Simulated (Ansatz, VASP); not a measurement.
Two plane-wave programs on CdHgS2

The input POSCAR:

```
CdHgS2
1.0
    4.1808544799      0.0000000000      0.0000000000
    0.0000000000      4.1808544799      0.0000000000
    0.0000000000      0.0000000000      5.8842973378
Cd S Hg
1 2 1
Direct
    0.0000000000      0.0000000000      0.0000000000
    0.0000000000      0.5000000000      0.2465594816
    0.5000000000      0.0000000000      0.7534405184
    0.5000000000      0.5000000000      0.5000000000
```

Contents of INCAR.step1:

```
ALGO     = Normal         # electronic algorithm
EDIFF    = 1E-5           # SCF threshold, eV
ENCUT    = 520            # plane-wave cutoff, eV
GGA      = PE             # functional
ISIF     = 2              # what is computed and relaxed
ISMEAR   = 0              # smearing method
LASPH    = T              # aspherical terms in the spheres
LREAL    = F              # projectors in reciprocal space
LWAVE    = T              # write WAVECAR
NBANDS   = 26             # bands
NELM     = 100            # most SCF steps
PREC     = Accurate       # precision mode
SIGMA    = 0.01           # smearing width, eV
```

The input INCAR.step2:

```
AEXX     = 0.15           # exact-exchange fraction
ALGO     = Normal         # electronic algorithm
EDIFF    = 1E-6           # SCF threshold, eV
ENCUT    = 520            # plane-wave cutoff, eV
GGA      = PE             # functional
HFSCREEN = 0.5            # screening, 1/A
ISIF     = 2              # what is computed and relaxed
ISMEAR   = 0              # smearing method
ISTART   = 1            
LASPH    = T              # aspherical terms in the spheres
LCHARG   = T              # write CHGCAR
LELF     = T              # ELF
LHFCALC  = T              # exact exchange
LREAL    = F              # projectors in reciprocal space
LVHAR    = T            
LWAVE    = F              # write WAVECAR
NBANDS   = 26             # bands
NELM     = 100            # most SCF steps
PREC     = Accurate       # precision mode
PRECFOCK = Normal       
SIGMA    = 0.01           # smearing width, eV
```

Contents of KPOINTS:

```
k-points
0
Gamma
  4 4 2
```

Input for Ansatz:

```yaml
crystal:
  lattice:
    - [4.1808544799, 0.0, 0.0]
    - [0.0, 4.1808544799, 0.0]
    - [0.0, 0.0, 5.8842973378]
  atoms:
    - { symbol: Cd, position: [0.0, 0.0, 0.0] }
    - { symbol: S, position: [0.0, 0.5, 0.2465594816] }
    - { symbol: Hg, position: [0.5, 0.5, 0.5] }
    - { symbol: S, position: [0.5, 0.0, 0.7534405184] }
kpoints:
  mp_grid: { grid: [4, 4, 2] }
hamiltonian:
  xc: { exchange: pbe, correlation: pbe, exx: { coeff: 0.15, omega: 0.5 } }
scf:
  occupations: { method: fixed }
  n_extra_bands: 5
output:
  forces: true
  stress: true
  eigenvalues: true
```

Alike in both runs: task single point; functional PBE-based screened hybrid; k mesh 4 × 4 × 2; no spin polarisation.

|  | VASP | Ansatz |
| --- | --- | --- |
| version | VASP 6.6.1 | Ansatz 0.2.0 |
| potentials or method | VASP PAW PBE potentials, release 64 (Cd, S, Hg) | plane waves |
| plane-wave cutoff (eV) | 520 | 420 |
| occupations | gaussian, width 0.01 eV | fixed |
| valence electrons in the cell | 36 | 52 |

```csv
,VASP,Ansatz,Ansatz less VASP
gap on the k mesh at the Fermi level (eV),0.55,0.55,-0.003
pressure (GPa),1.3,1.0,-0.27
largest component of the traceless stress (GPa),0.08,0.08,-0.004
rms of the force components (eV/Å),0.004,0.003,-0.0009
```

The two sets of potentials don't hold the same shells in valence. Ansatz warned: «stress_exchange_threshold_loose».

Caveats: the k mesh is coarse (spacing up to 0.53 Å⁻¹), so the values aren't converged; the PAW data sets were made with another functional, which shifts forces and pressure a little (VASP); spin-orbit coupling is left out, which moves the levels of the heavy elements.
